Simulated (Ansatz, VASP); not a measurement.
# BeGa3Os in VASP and in Ansatz

```xyz
15
Lattice="5.9678 0.0000 0.0000 0.0000 5.9678 0.0000 0.0000 0.0000 5.9678" Properties=species:S:1:pos:R:3 pbc="T T T"
Os    0.0000    2.9839    2.9839
Os    2.9839    0.0000    2.9839
Os    2.9839    2.9839    0.0000
Be    2.9839    0.0000    0.0000
Be    0.0000    2.9839    0.0000
Be    0.0000    0.0000    2.9839
Ga    0.0000    0.0000    0.0000
Ga    1.7315    1.7315    1.7315
Ga    4.2362    1.7315    1.7315
Ga    4.2362    4.2362    1.7315
Ga    1.7315    4.2362    1.7315
Ga    1.7315    4.2362    4.2362
Ga    4.2362    4.2362    4.2362
Ga    4.2362    1.7315    4.2362
Ga    1.7315    1.7315    4.2362
```

The cell was built by a generator and needn't be a form met in nature.

Alike in both runs: task single point; functional PBE; k mesh 5 × 5 × 5; occupations tetrahedron; no spin polarisation.

|  | VASP | Ansatz |
| --- | --- | --- |
| version | VASP 6.6.1 | Ansatz 0.2.0 |
| potentials or method | VASP PAW PBE potentials, release 64 (Os, Be, Ga_d) | PAW plane waves |
| plane-wave cutoff (eV) | 520 | 420 |
| valence electrons in the cell | 147 | 171 |

|  | VASP | Ansatz | Ansatz less VASP |
| --- | --- | --- | --- |
| pressure (GPa) | 17.1 | 16.6 | -0.53 |
| rms of the force components (eV/Å) | 1.037 | 1.020 | -0.0171 |

Atom by atom the forces differ by 0.017 eV/Å (rms over components). With one functional, cell and mesh, what is left measures potentials, basis and numerics. The two sets of potentials don't hold the same shells in valence. Ansatz warned: «band_table_not_solved_further».

Caveats: so large a pressure means that the cell lies far from this level's equilibrium, or that cutoff or potentials fall short (VASP); forces of over 1 eV/Å show positions far from the minimum, so gaps and moduli don't describe the material at rest; tetrahedron occupations give inexact forces and stress in metals. Spin-orbit coupling is left out, which matters for the levels of Os.
